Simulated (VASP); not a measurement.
Mo:

```
Mo
1.0
    -1.58381    1.58381    1.58381
     1.58381   -1.58381    1.58381
     1.58381    1.58381   -1.58381
Mo
1
Direct
  0.00000 0.00000 0.00000
```

* Program: VASP 6.6.1
* Task: relaxation of cell and atoms
* Functional: PBE
* Dispersion: D3(BJ)
* Potentials or basis: VASP PAW PBE potentials, release 64 (Mo_sv)
* Cutoff: 600 eV
* k mesh: 18 × 18 × 18
* Occupations: gaussian, width 0.1 eV
* Spin: no spin polarisation

At the start: pressure -8.8 GPa; volume 15.89 Å³/atom.

Question: How do energy, volume and symmetry change on relaxing?

Answer: Over 7 steps the energy falls by 15.0 meV/atom and the volume is 15.36 Å³/atom (-3.3 %); space group Im-3m (No. 229, to 0.05 Å).

Step by step:
```
step  energy change (eV)  largest force (eV/Å)  pressure (GPa)  volume (Å³)
   1              0.0000                0.0000           -8.76        15.89
   2              0.1134                0.0000           32.30        13.98
   3             -0.0149                0.0000           -0.33        15.38
   4             -0.0150                0.0000           -0.07        15.37
   5             -0.0150                0.0000            0.12        15.36
   6             -0.0150                0.0000           -0.30        15.38
   7             -0.0150                0.0000            0.01        15.36
```

Final structure:
```
CELL_PARAMETERS angstrom
-1.56600 1.56600 1.56600
1.56600 -1.56600 1.56600
1.56600 1.56600 -1.56600
ATOMIC_POSITIONS crystal
Mo 0.00000 0.00000 0.00000
```

Caveat: pairwise dispersion overbinds metals, which lowers pressure and volume.
